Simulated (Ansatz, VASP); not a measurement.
# Cross-check of InH between VASP and Ansatz, part 2 of 2

Aim: how closely do two programs agree when they are given the same cell, functional and k mesh? The cell is generated by rule, not measured, and may not be a known phase. The cell is taken from a series of runs on this material, whose earlier steps may have relaxed, scaled, displaced or heated it; both programs get it as it stands.

VASP 6.6.1 and Ansatz 0.2.0.

So far: The starting structure; Ansatz: relaxation of cell and atoms, PBE, pair 1; VASP: relaxation of cell and atoms, PBE, pair 1; Side by side; Ansatz: relaxation of cell and atoms, PBE, pair 2.

## 6. VASP: relaxation of cell and atoms, PBE, pair 2

Level of this step: PBE; plane waves and PAW (In_d, H); invented cell (VASP).

The same cell, functional, mesh and smearing now go to VASP, with its own data sets.

Input file INCAR:

```
SYSTEM = InH
PREC = Accurate
ENCUT = 500
EDIFF = 1E-07
NELM = 120
ISMEAR = 1
SIGMA = 0.15
LREAL = .FALSE.
ALGO = Normal
GGA = PE
NBANDS = 13
LORBIT = 11
LWAVE = .FALSE.
LCHARG = .FALSE.
ISIF = 3
IBRION = 2
NSW = 80
EDIFFG = -0.005
LASPH = .TRUE.
GGA_COMPAT = .FALSE.
NELMIN = 4
KPAR = 2
```

Input file POSCAR:

```
InH
1.0
    3.1544150000      0.0000000000      0.0000000000
   -1.5772070000      2.7318030000      0.0000000000
    0.0000000000      0.0000000000      3.9020350000
In H
1 1
Direct
    0.0000000000      0.0000000000      0.0000000000
    0.0000000000      0.0000000000      0.5000001281
```

Input file KPOINTS:

```
Automatic mesh
0
Gamma
15 15 10
0 0 0
```

PAW data sets: In_d and H (PBE family, release 64).

Launch:

```console
mpirun -np 2 vasp_std
```

Numbers of over 12 decimals in the logs are rounded to 6 here.

The log of the run:

```text
[... set-up lines as in an earlier step ...]
 entering main loop
       N       E                     dE             d eps       ncg     rms          rms(c)
DAV:   1     0.832006334618E+02    0.83201E+02   -0.67226E+03  4272   0.130E+03
DAV:   2    -0.889019208053E+00   -0.84090E+02   -0.80835E+02  4537   0.287E+02
DAV:   3    -0.553708762125E+01   -0.46481E+01   -0.46323E+01  5067   0.680E+01
DAV:   4    -0.565187694781E+01   -0.11479E+00   -0.11476E+00  5485   0.111E+01
[...]
DAV:  12    -0.536752907264E+01    0.14837E-05   -0.72990E-06  4692   0.204E-02    0.291E-03
DAV:  13    -0.536752942583E+01   -0.35319E-06   -0.11255E-06  5219   0.645E-03    0.149E-03
DAV:  14    -0.536752938799E+01    0.37839E-07   -0.13524E-07  4260   0.271E-03
   1 F= -.53675294E+01 E0= -.53668256E+01  d E =-.536753E+01
[...]
N       E                     dE             d eps       ncg     rms          rms(c)
DAV:   1    -0.536915944160E+01   -0.16300E-02   -0.35322E-02  5237   0.337E+00    0.213E-01
DAV:   2    -0.536791248573E+01    0.12470E-02   -0.26637E-03  5177   0.100E+00    0.928E-02
DAV:   3    -0.536767589086E+01    0.23659E-03   -0.55876E-04  6190   0.458E-01    0.290E-02
DAV:   4    -0.536765640064E+01    0.19490E-04   -0.41743E-05  5044   0.728E-02    0.173E-02
DAV:   5    -0.536765108630E+01    0.53143E-05   -0.69454E-06  6018   0.297E-02    0.854E-03
DAV:   6    -0.536765117943E+01   -0.93131E-07   -0.34366E-07  4756   0.562E-03
   2 F= -.53676512E+01 E0= -.53669310E+01  d E =-.121791E-03
 trial-energy change:   -0.000122  1 .order   -0.000123   -0.000228   -0.000017
 step:   1.0829(harm=  1.0810)  dis= 0.00000  next Energy=    -5.367652 (dE=-0.122E-03)
 reached required accuracy - stopping structural energy minimisation
```

OUTCAR, selected parts (step 6):

```text
  Total       -0.0033879     -0.0033879      0.0078517     -0.0000000     -0.0000000      0.0000000
  in kB       -0.1609964     -0.1609963      0.3731168     -0.0000000     -0.0000000      0.0000000
  external PRESSURE =       0.0170414 kB  Pullay stress =       0.0000000 kB

 POSITION                                       TOTAL-FORCE (eV/Angst)
 -----------------------------------------------------------------------------------
      0.00000      0.00000      0.00000        -0.000000     -0.000000      0.000000
      3.15498      0.00000      1.95557         0.000000      0.000000      0.000000
 -----------------------------------------------------------------------------------
    total drift:                                0.000000      0.000000      0.000025

  FREE ENERGIE OF THE ION-ELECTRON SYSTEM (eV)
  ---------------------------------------------------
  free  energy   TOTEN  =        -5.3676511794 eV

  energy  without entropy=       -5.3654906679  energy(sigma->0) =       -5.36693101

[... 1 part as in an earlier step ...]

[... 3 further parts left out ...]
[key lines of the parts left out:]
E-fermi :   5.0592
```

## 7. Side by side

The two programs side by side:

| quantity | Ansatz | VASP | difference |
| --- | --- | --- | --- |
| volume (Å³) | 33.78 | 33.72 | +0.18 % |
| edge a after relaxation, in the typed setting (Å) | 3.157 | 3.155 | +0.07 % |
| edge c after relaxation, in the typed setting (Å) | 3.913 | 3.911 | +0.05 % |

## 8. VASP: relaxation of cell and atoms, PBE, pair 3

The relaxed volume is the usual yardstick between codes: in a stiff, nearly cubic crystal its relative difference is about their pressure difference at one cell divided by the bulk modulus. Its start cell is another than that of the pair before, and may be another structure of the material.

INCAR is that of step 6.

Input file POSCAR:

```
InH
1.0
    3.1749980000      0.0000000000      0.0000000000
    0.0000000000      3.1749980000      0.0000000000
    0.0000000000      0.0000000000      3.1749980000
In H
1 1
Direct
    0.0000000000      0.9983411013      0.0000000000
    0.5000000000      0.6889764970      0.5000000000
```

Input file KPOINTS:

```
Automatic mesh
0
Gamma
12 12 12
0 0 0
```

Launch:

```console
mpirun -np 2 vasp_std
```

The log of the run:

```text
[... set-up lines as in an earlier step ...]
 entering main loop
       N       E                     dE             d eps       ncg     rms          rms(c)
DAV:   1     0.796425091787E+02    0.79643E+02   -0.66962E+03  5152   0.131E+03
DAV:   2    -0.902015536580E+00   -0.80545E+02   -0.77739E+02  5441   0.285E+02
DAV:   3    -0.511678388607E+01   -0.42148E+01   -0.41992E+01  6089   0.651E+01
DAV:   4    -0.521642008829E+01   -0.99636E-01   -0.99610E-01  6300   0.101E+01
[...]
DAV:  11    -0.495679471631E+01   -0.46678E-05   -0.67331E-06  6210   0.291E-02    0.910E-03
DAV:  12    -0.495679444740E+01    0.26892E-06   -0.10300E-06  6915   0.670E-03    0.124E-03
DAV:  13    -0.495679441022E+01    0.37175E-07   -0.16070E-07  4815   0.245E-03
   1 F= -.49567944E+01 E0= -.49566479E+01  d E =-.495679E+01
[... from here on, the cycles between the ionic steps are left out ...]
   2 F= -.49677277E+01 E0= -.49675228E+01  d E =-.109333E-01
   3 F= -.49928203E+01 E0= -.49928659E+01  d E =-.360258E-01
  11 F= -.51625394E+01 E0= -.51623476E+01  d E =-.294514E-02
  12 F= -.51629140E+01 E0= -.51626609E+01  d E =-.331978E-02
  13 F= -.51632569E+01 E0= -.51629988E+01  d E =-.342880E-03
  14 F= -.51632824E+01 E0= -.51630240E+01  d E =-.368409E-03
  15 F= -.51633582E+01 E0= -.51631038E+01  d E =-.757646E-04
  16 F= -.51634366E+01 E0= -.51631930E+01  d E =-.154194E-03
  17 F= -.51634422E+01 E0= -.51632033E+01  d E =-.159768E-03
  18 F= -.51635010E+01 E0= -.51632598E+01  d E =-.588252E-04
  19 F= -.51635391E+01 E0= -.51632941E+01  d E =-.969354E-04
  20 F= -.51635659E+01 E0= -.51633150E+01  d E =-.268221E-04
 trial-energy change:   -0.000027  1 .order   -0.000028   -0.000047   -0.000009
 step:   2.5160(harm=  2.3688)  dis= 0.00198  next Energy=    -5.163567 (dE=-0.281E-04)
 reached required accuracy - stopping structural energy minimisation
```

OUTCAR, selected parts (step 8):

```text
  Total       -0.0049185     -0.0024729     -0.0049185      0.0000000      0.0000000      0.0000000
  in kB       -0.2462878     -0.1238297     -0.2462878      0.0000000      0.0000000      0.0000000
  external PRESSURE =      -0.2054685 kB  Pullay stress =       0.0000000 kB

 POSITION                                       TOTAL-FORCE (eV/Angst)
 -----------------------------------------------------------------------------------
      0.00000      2.48355     -0.00000         0.000000      0.001485     -0.000000
      1.64801      2.48601      1.64801        -0.000000     -0.001485      0.000000
 -----------------------------------------------------------------------------------
    total drift:                                0.000000     -0.000105      0.000000

  FREE ENERGIE OF THE ION-ELECTRON SYSTEM (eV)
  ---------------------------------------------------
  free  energy   TOTEN  =        -5.1635659304 eV

  energy  without entropy=       -5.1628132886  energy(sigma->0) =       -5.16331505

[... 2 parts as in an earlier step ...]

[... 2 further parts left out ...]
[key lines of the parts left out:]
E-fermi :   5.8369
```

## 9. Ansatz: relaxation of cell and atoms, PBE, pair 3

The same cell, functional, mesh and smearing now go to Ansatz, which takes its cutoff from its data sets.

The cell is taken from a series of runs on this material, whose earlier steps may have relaxed, scaled, displaced or heated it; both programs get it as it stands.

Input file input.yaml:

```yaml
crystal:
  lattice:
    - [3.1749981601, 0.0, 0.0]
    - [0.0, 3.1749981601, 0.0]
    - [0.0, 0.0, 3.1749981601]
  atoms:
    - { symbol: In, position: [0.0, -0.0016590456, 0.0] }
    - { symbol: H, position: [0.5, 0.6889764875, 0.5] }
kpoints:
  mp_grid: { grid: [12, 12, 12] }
hamiltonian:
  xc: pbe
scf:
  occupations: { method: methfessel_paxton, width: 0.15 }
output:
  forces: true
  stress: true
  eigenvalues: true
  write_density: true
  write_potential: true
  elf: true
  volumetric_format: npy
relax:
  adjacent_minimum: "off"
  f_tol: 0.002
  max_steps: 120
  cell: { stress_tol: 0.03 }
```

Launch:

```console
ansatz run input.yaml --threads 4 --pin off --max-ram 7168MiB --backend cpu --events-out ev --progress --plain --runs-dir out
```

The log of the run:

```text
[...]
Crystal: 2 atoms, lattice volume = 32.006 Å³
Basis set: ecut = 420 eV, 619 PW (Γ), exchange–correlation on 48×48×48 points (8 copies of the dense FFT grid, shifted against one another)
Bands: 11, of which v1, the nominal top of the filled ones, is band 7 counted from 1 (6 counted from 0)
Symmetry: 8 space group operations
[...]
k-points: 196 of 1728 (time reversal used)
[...]
k-point 195: bands = [... 3 lower, -6.1337, -5.8981, 6.6144, 9.2544, 9.7515, 9.7793, 9.7793, 14.4426]
--- Relaxed structure (6 steps of the walk, 6 accepted, 1 SCFs on fresh bases) ---
[...]
cell:  # Å, volume = 32.0430 Å³
    - [3.297448, 0, 0]
    - [0, 2.946976, 0.0]
    - [0, 0.0, 3.297448]
  atoms:
    - { symbol: In, position: [0, -0.156327, 0.0] }
    - { symbol: H, position: [0.500000, 0.843645, 0.500000] }
[key lines of the parts left out:]
SCF converged after 6 iterations
Free energy (F): -5612.936664 eV
Fermi energy:    8.130380 eV
P = ⅓ Tr σ = -0.0026 GPa (-0.026 kbar)
```

## 10. Side by side

Compared:

| quantity | Ansatz | VASP | difference |
| --- | --- | --- | --- |
| volume (Å³) | 32.04 | 32.00 | +0.15 % |
| edge a after relaxation, in the typed setting (Å) | 3.297 | 3.296 | +0.04 % |
| edge b after relaxation, in the typed setting (Å) | 2.947 | 2.945 | +0.06 % |

## 11. Summary of results

```
difference in volume (relaxation of cell and atoms, PBE, pair 1) : 0.11 %
difference in volume (relaxation of cell and atoms, PBE, pair 2) : 0.18 %
difference in volume (relaxation of cell and atoms, PBE, pair 3) : 0.15 %
```

In words: The difference in volume is 0.18 % (relaxation of cell and atoms, PBE, pair 2), within the 1.2 % picked in this series as the mark of a large difference, as far as the stopping tolerances let one tell. 5 further runs of this series are not shown here. How closely two codes agree says nothing of how well the functional describes the real material.

[Lines on the potential files, build, host, timing and source positions are cut from VASP's logs without a mark.]

[Logs are printed without paths, hosts, clocks, repeated set-up lines and the standing remarks that a program may print on its own settings, such as how far it seeks lower states.]

[Hosts, paths, dates, database ids (printed as entryN), source tags and the programs' standing remarks are cut or masked in the printed files.]
